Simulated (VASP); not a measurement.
Given:

```
Lu
1.0
    1.78500    -3.09171     0.00000
    1.78500     3.09171     0.00000
    0.00000     0.00000     5.66100
Lu
2
Direct
  0.33333   0.66667   0.25000
  0.66667   0.33333   0.75000
```

Computed with PBE GGA, VASP's PBE PAW potentials (set 64) (plane waves; VASP 6.6.1). Settings: 400 eV cut-off, 11×11×6 Γ-centred mesh, first-order Methfessel-Paxton smearing of 0.10 eV, potentials Lu_3.

**Question.** Estimate the energy per atom (σ→0), pressure, band gap (on the k-mesh) with the smallest direct gap where there is one.

**Answer.** 
- band gap (on the k-mesh) = none (metal, semimetal or under 0.01 eV)
- energy per atom (σ→0) = -4.438 eV/atom
- pressure = -2.63 GPa

The absolute energy has meaning only against runs of the same code, potentials and settings.

The compound is Lu in the hcp structure. The cell was not relaxed at this level. The run is one of a series of settings (EDIFF = 1E-8 against the base run), some of them coarse on purpose.
